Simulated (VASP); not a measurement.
Runs of VASP 6.6.1 on FCBrH2. The cell holds a molecule in a box, 5 atoms: a = 12.000 Å, b = 11.000 Å, c = 11.000 Å, α = 90.00°, β = 90.00°, γ = 90.00°. 

```csv
task,level,potentials or basis,cutoff (eV),grid for exact exchange (PRECFOCK),screening parameter,gap on the mesh (eV),largest force (eV/Å)
atomic charges,PBE+TS,"VASP PAW PBE potentials, release 64 (F, C, Br, H)",520,-,-,5.55,1.10
electron localisation function,PBE,"VASP PAW PBE potentials, release 64 (F, C, Br, H)",520,-,-,5.55,1.10
single point,PBE,"VASP PAW PBE potentials, release 64 (F, C, Br, H)",520,-,-,5.55,1.10
single point,HSE06+D4,"VASP PAW PBE potentials, release 64 (F_s, C_s, Br, H_s)",400,Fast,0.2 1/A,7.05,(a)
```

Alike in all rows: no spin polarisation; cell as given; k mesh 1 × 1 × 1; smearing gaussian 0.01 eV.

Q: Estimate the missing entries.

A: (a) 1.43.

Caveats: the PAW data sets were made with another functional, which shifts forces and pressure a little (some runs).

A k mesh can miss the band edges, and the runs leave out spin-orbit coupling on Br.

Not every run made on this cell is shown here.
